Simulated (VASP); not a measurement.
Input:

```
CELL_PARAMETERS angstrom
      5.89125     0.00000     0.00000
      0.00000     5.89125     0.00000
      0.00000     0.00000     5.89125
ATOMIC_POSITIONS crystal
  Cs 0.00000 0.00000 0.00000
  Pb 0.50000 0.50000 0.50000
  Br 0.50000 0.00000 0.50000
  Br 0.00000 0.50000 0.50000
  Br 0.50000 0.50000 0.00000
```

Method: r2SCAN+rVV10, VASP's PBE PAW potentials (set 64) (plane waves; VASP 6.6.1). Run with 520 eV cut-off, 4×4×4 Γ-centred mesh, Gaussian smearing of 0.050 eV, potentials Cs_sv Pb_d Br.

Unless said otherwise, spin-orbit coupling is left out, though it shifts the bands of the heavy elements here.

Q: Estimate the energy per atom (σ→0), band gap (on the k-mesh) with the smallest direct gap where there is one.

A: 
The band gap (on the k-mesh) comes out as 1.92 eV and the smallest direct gap (on the k-mesh) is 1.92 eV. The energy per atom (σ→0) comes out as -25.388 eV/atom.

Total energies compare only between runs with the same potentials, cut-off and functional.

The compound is CsPbBr3 in the cubic perovskite structure, the ideal cubic form; the compound distorts at low or room temperature. It was relaxed first.
